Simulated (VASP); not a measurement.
# Li30H4C in VASP: single point with PBE+D3(BJ)

Aim: the single point of Li30H4C with PBE+D3(BJ).

All numbers are computed with VASP 6.6.1; they aren't measurements. Logs are shortened: lines on timing, memory, paths and dates and some standing lists are left out, and cuts for length are marked.

## 1. Starting point

The cell holds a slab with vacuum, 35 atoms: a = 6.980 Å, b = 9.067 Å, c = 23.871 Å, α = 90.00°, β = 90.00°, γ = 54.74°.

The cell was built by a generator and needn't be a form met in nature.

## 2. Single point, PBE+D3(BJ)

File INCAR:

```
PREC = Accurate
ENCUT = 520
EDIFF = 1E-6
ISMEAR = -1
SIGMA = 0.15
LREAL = Auto
LASPH = True
NELM = 60
ALGO = Fast
ISIF = 2
LWAVE = False
LCHARG = True
GGA = PE
IVDW = 12
LELF = True
LVHAR = True
NBANDS = 72
```

File KPOINTS:

```
regular mesh
0
Gamma
  3 2 1
```

File POSCAR:

```
Li30H4C
1.0
    6.9800000000      0.0000000000      0.0000000000
    5.2350000000      7.4034080000      0.0000000000
    0.0000000000      0.0000000000     23.8712110000
Li C H
30 1 4
Direct
    0.0000000000      0.0000000000      0.0418914650
    0.5000000000      0.0000000000      0.0418914650
    0.0000002701      0.3333329731      0.0418914650
    0.5000002701      0.3333329731      0.0418914650
    0.0000005403      0.6666659463      0.0418914650
    0.5000005403      0.6666659463      0.0418914650
   -0.2499997299      0.3333329731      0.1450198735
    0.2500002701      0.3333329731      0.1450198735
   -0.2499994597      0.6666659463      0.1450198735
    0.2500005403      0.6666659463      0.1450198735
   -0.2499991896      0.9999989194      0.1450198735
    0.2500008104      0.9999989194      0.1450198735
    0.0000000000      0.0000000000      0.2486467905
    0.5000000000      0.0000000000      0.2486509796
    0.0000002701      0.3333329731      0.2486551688
    0.5000002701      0.3333329731      0.2486509796
    0.0000005403      0.6666659463      0.2486467905
    0.5000005403      0.6666659463      0.2486551688
   -0.2499895994      0.3333194658      0.3522653291
    0.2500104006      0.3333194658      0.3522695183
   -0.2499809369      0.6666794536      0.3522695183
    0.2499659527      0.6666929609      0.3522695183
   -0.2499991896      0.9999989194      0.3522737074
    0.2500008104      0.9999989194      0.3522695183
    0.0000101305     -0.0000135073      0.4544050991
    0.4999958038     -0.0000135073      0.4543841534
   -0.0000098603      0.3333464804      0.4543506402
    0.4999698787      0.3333734950      0.4543422619
    0.0000148669      0.6666659463      0.4543967208
    0.5000005403      0.6666659463      0.4543422619
    0.8852870906      0.9158349776      0.6234958084
    0.8148226378      0.8419365784      0.6078409679
    1.0654739824      0.8497978228      0.6078744811
    0.7752658282      1.0555003858      0.6078661028
    0.8850927500      0.9155783391      0.6696266897
```

Potentials or basis: VASP PAW PBE potentials, release 64 (Li_sv, C, H).

On the command line:

```sh
> cat potpaw_PBE.64/Li_sv/POTCAR potpaw_PBE.64/C/POTCAR potpaw_PBE.64/H/POTCAR > POTCAR
> mpirun -np 1 vasp_std > vasp.out
```

OUTCAR:

```text
PREC = Accurate
   ENCUT = 520
   EDIFF = 1E-6
   ISMEAR = -1
   LREAL = Auto
   LASPH = True
   NELM = 60
   ISIF = 2
   GGA = PE
   IVDW = 12
 IVDW          = 12

 ion  position               nearest neighbor table
   1  0.000  0.000  0.042-
   2  0.500  0.000  0.042-
   3  0.000  0.333  0.042-
   4  0.500  0.333  0.042-
   5  0.000  0.667  0.042-
   6  0.500  0.667  0.042-
[... 22 lines left out ...]
  29  0.000  0.667  0.454-
  30  0.500  0.667  0.454-
  31  0.885  0.916  0.623-  34 1.10  33 1.10  32 1.10  35 1.10
  32  0.815  0.842  0.608-  31 1.10
  33  0.065  0.850  0.608-  31 1.10
  34  0.775  0.056  0.608-  31 1.10
  35  0.885  0.916  0.670-  31 1.10

  LATTYP: Found a simple monoclinic cell.
 ALAT       =     6.9800000000
 B/A-ratio  =     3.4199442693
 C/A-ratio  =     1.0897247360
 COS(beta)  =    -0.2294157338

  Lattice vectors:

 A1 = (   6.9800000000,   0.0000000000,   0.0000000000)
 A2 = (   0.0000000000,   0.0000000000, -23.8712110000)
 A3 = (  -1.7450000000,   7.4034080000,   0.0000000000)

Analysis of symmetry for initial positions (statically):
=====================================================================
 Subroutine PRICEL returns:
 Original cell was already a primitive cell.

 Routine SETGRP: Setting up the symmetry group for a
 simple monoclinic supercell.

 Subroutine GETGRP returns: Found  1 space group operations
 (whereof  1 operations were pure point group operations)
 out of a pool of  4 trial point group operations.

The static configuration has the point symmetry C_1 .

Analysis of symmetry for dynamics (positions and initial velocities):
=====================================================================
 Subroutine PRICEL returns:
 Original cell was already a primitive cell.

 Routine SETGRP: Setting up the symmetry group for a
 simple monoclinic supercell.

 Subroutine GETGRP returns: Found  1 space group operations
 (whereof  1 operations were pure point group operations)
 out of a pool of  4 trial point group operations.

The dynamic configuration has the point symmetry C_1 .

 Subroutine INISYM returns: Found  1 space group operations
 (whereof  1 operations are pure point group operations),
 and found     1 'primitive' translations
[... 159 lines left out ...]
   EDIFF  = 0.1E-05   stopping-criterion for ELM
   LREAL  =      T    real-space projection
   EDIFFG = 0.1E-04   stopping-criterion for IOM
   NSW    =      0    number of steps for IOM
   IBRION =     -1    ionic relax: 0-MD 1-quasi-New 2-CG
   NFREE  =      0    steps in history (QN), initial steepest desc. (CG)
   ISIF   =      2    stress and relaxation
   ISYM   =      2    0-nonsym 1-usesym 2-fastsym
   POTIM  = 0.5000    time-step for ionic-motion
   TEBEG  =    0.0;   TEEND  =   0.0 temperature during run
   PSTRESS=    0.0 pullay stress
   NELECT =      98.0000    total number of electrons
   NUPDOWN=      -1.0000    fix difference up-down
   EMIN   =  10.00;   EMAX   =-10.00  energy-range for DOS
   EFERMI =   0.00;   METHOD = LEGACY
   ISMEAR =    -1;   SIGMA  =   0.15  broadening in eV -4-tet -1-fermi 0-gaus
   EFERMI_NEDOS =   21; number of points for ismear=-14 and -15
   IALGO  =     68    algorithm
   IMIX   =      4    mixing-type and parameters
     AMIX     =   0.40;   BMIX     =  1.00
     AMIX_MAG =   1.60;   BMIX_MAG =  1.00
  volume/ion in A,a.u.               =      35.24       237.84
  Fermi-wavevector in a.u.,A,eV,Ry     =   0.703768  1.329929  6.738826  0.495290
  Thomas-Fermi vector in A             =   1.788829
   LORBIT       =      0    0 simple, 1 ext, 2 COOP (PROOUT), +10 PAW based schemes
   GGA     = PE    functional components
   LHFCALC =     F    Hartree Fock is set to
   AEXX    =    0.0000 exact exchange contribution
   IVDW    =    12    specifies the selected vdW correction
   LEPSILON=     F    determine dielectric tensor
   LRPA    =     F    only Hartree local field effects (RPA)
 non-spin polarized calculation
 RMM-DIIS sequential band-by-band and
  energy-cutoff  :      520.00
  volume of cell :     1233.56
 maximum number of plane-waves:     33258
 NGX is ok and might be reduce to    54
   NGX = 25   NGY = 33   NGZ = 89

 number of electron      98.0000035 magnetization

 Free energy of the ion-electron system (eV)
  ---------------------------------------------------
  ext. energy  EPLUGINS =         0.00000000
  ---------------------------------------------------
  free energy    TOTEN  =       -78.35999233 eV

  energy without entropy =      -76.93295005  energy(sigma->0) =      -77.64647119

 E-fermi :  -1.0765     XC(G=0):  -4.5669

 val. band max:       -1.0778130893   @ k =   0.0000   0.0000   0.0000
 cond. band min:      -1.0744042227   @ k =   0.3333   0.0000   0.0000
 fundamental gap:      0.0034088665
 Fermi energy:        -1.0765122260

 k-point     1 :       0.0000    0.0000    0.0000
  band No.  band energies     occupation
      1     -48.1511      2.00000
      2     -48.1453      2.00000
      3     -48.1435      2.00000
      4     -48.1435      2.00000
      5     -48.1424      2.00000
      6     -48.1414      2.00000
[... 245 lines left out ...]
     60       0.0624      0.00101
     61       0.0628      0.00100
 [bands above 61 left out]

------------------------ aborting loop because EDIFF is reached ----------------------------------------

 Edisp (eV)   -4.08490

 E8    (eV) :    -1.7315

  FORCE on cell =-STRESS in cart. coord.  units (eV):
  Direction    XX          YY          ZZ          XY          YZ          ZX
  --------------------------------------------------------------------------------------
  -------------------------------------------------------------------------------------
  Total      -6.23818    -4.95958    -7.95414     0.00169    -0.00308     0.00045
  in kB      -8.10227    -6.44160   -10.33100     0.00219    -0.00399     0.00059
  external pressure =       -8.29 kB  Pullay stress =        0.00 kB

 VOLUME and BASIS-vectors are now :
 -----------------------------------------------------------------------------
  energy-cutoff  :      520.00
  volume of cell :     1233.56
      direct lattice vectors                 reciprocal lattice vectors
     6.980000000  0.000000000  0.000000000     0.143266476 -0.101304696  0.000000000
     5.235000000  7.403408000  0.000000000     0.000000000  0.135072929  0.000000000
     0.000000000  0.000000000 23.871211000     0.000000000  0.000000000  0.041891465

 POSITION                                       TOTAL-FORCE (eV/Angst)
 -----------------------------------------------------------------------------------
      0.00000      0.00000      1.00000         0.000046     -0.000151      0.136781
      3.49000      0.00000      1.00000         0.000259     -0.000162      0.136573
      1.74500      2.46780      1.00000        -0.000071     -0.001538      0.134130
      5.23500      2.46780      1.00000        -0.000278     -0.001580      0.134343
      3.49000      4.93560      1.00000         0.000493      0.001404      0.134459
      6.98000      4.93560      1.00000         0.000415      0.001475      0.133999
[... 27 lines left out ...]
      5.70190      0.41089     14.51050         0.013695     -0.086368      0.053489
     10.97100      6.77840     15.98480         0.009911      0.006155     -0.167536
 -----------------------------------------------------------------------------------
    total drift:                               -0.005245      0.002942     -0.001125

  FREE ENERGIE OF THE ION-ELECTRON SYSTEM (eV)
  ---------------------------------------------------
  free  energy   TOTEN  =       -82.4448891840 eV

  energy  without entropy=      -81.0178469080  energy(sigma->0) =      -81.73136805
```

Run time: 25 min. Hardware: 1 thread of Intel Xeon 6975P-C (Granite Rapids), shared host; peak memory 1.4 GiB.

What came out:

```
Free energy                : -82.4449 eV
Largest force              : 0.168 eV/Å
Band gap on the k mesh     : none (metal or under the smearing width)
Dispersion energy per atom : -0.117 eV
```

Forces in eV/Å, atoms in the order of the input:
```
Li   0.000  0.000  0.137
Li   0.000  0.000  0.137
Li   0.000 -0.002  0.134
Li   0.000 -0.002  0.134
Li   0.000  0.001  0.134
Li   0.000  0.001  0.134
Li   0.002  0.001 -0.027
Li   0.003  0.000 -0.027
Li  -0.002 -0.001 -0.027
Li  -0.002 -0.001 -0.027
Li   0.000  0.000 -0.026
Li   0.000  0.000 -0.026
Li   0.000  0.000 -0.002
Li   0.000  0.000 -0.001
Li   0.000  0.000  0.001
Li   0.000  0.000  0.000
Li   0.001  0.000 -0.001
Li   0.000  0.000  0.001
Li   0.000  0.000  0.012
Li   0.001  0.000  0.012
Li   0.001  0.000  0.013
Li  -0.002  0.001  0.014
Li   0.001 -0.001  0.015
Li  -0.001  0.000  0.014
Li   0.001  0.000 -0.110
Li  -0.002  0.000 -0.116
Li  -0.001  0.001 -0.118
Li  -0.001  0.002 -0.121
Li   0.001 -0.002 -0.114
Li   0.003 -0.001 -0.120
C   -0.040 -0.019 -0.024
H    0.083  0.052  0.054
H   -0.071  0.049  0.053
H    0.014 -0.086  0.053
H    0.010  0.006 -0.168
```

Levels at points of the mesh, in eV from the Fermi level:
| k point | band 45 | band 46 | band 47 | band 48 | band 49 | band 50 | band 51 | band 52 |
| --- | --- | --- | --- | --- | --- | --- | --- | --- |
| (0.00, 0.00, 0.00) | -0.57 | -0.57 | -0.26 | -0.19 | -0.19 | 0.00 | 0.05 | 0.07 |
| (0.00, 0.50, 0.00) | -0.57 | -0.57 | 0.00 | 0.05 | 0.07 | 0.07 | 0.13 | 0.22 |

Caveat: the k mesh is coarse (spacing up to 0.42 Å⁻¹), so the values aren't converged; the cutoff is under 1.25 times the usual one of these potentials, so pressure, stress and relaxed cells hold a basis-set (Pulay) error.
